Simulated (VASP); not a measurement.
Data:

```xyz
2
Lattice="3.6590 0.0000 0.0000 0.0000 3.6590 0.0000 0.0000 0.0000 3.6590" Properties=species:S:1:pos:R:3 pbc="T T T"
Cu     0.0000     0.0000     0.0000
I      1.8295     1.8295     1.8295
```

All values below come from r2SCAN meta-GGA, VASP's PBE PAW potentials (set 64) (plane waves; VASP 6.6.1). Run with 400 eV cut-off, 8×8×8 Γ-centred mesh, tetrahedra with Blöchl corrections, potentials Cu I.

Unless said otherwise, spin-orbit coupling is left out, though it shifts the bands of the heavy elements here.

Question: Estimate the energy per atom (σ→0), band gap (over mesh and band path) with the smallest direct gap where there is one.

Answer: 
```json
{
 "band gap (over mesh and band path)": "none (metal, semimetal or under 0.01 eV)",
 "energy per atom (σ→0)": "-17.140 eV/atom"
}
```

Only differences to runs with the same potentials and settings are physical.

The structure was generated: CuI was put into the CsCl type (Pm-3m), which need not be its known phase. It was relaxed first, which changed the volume by +27 %.
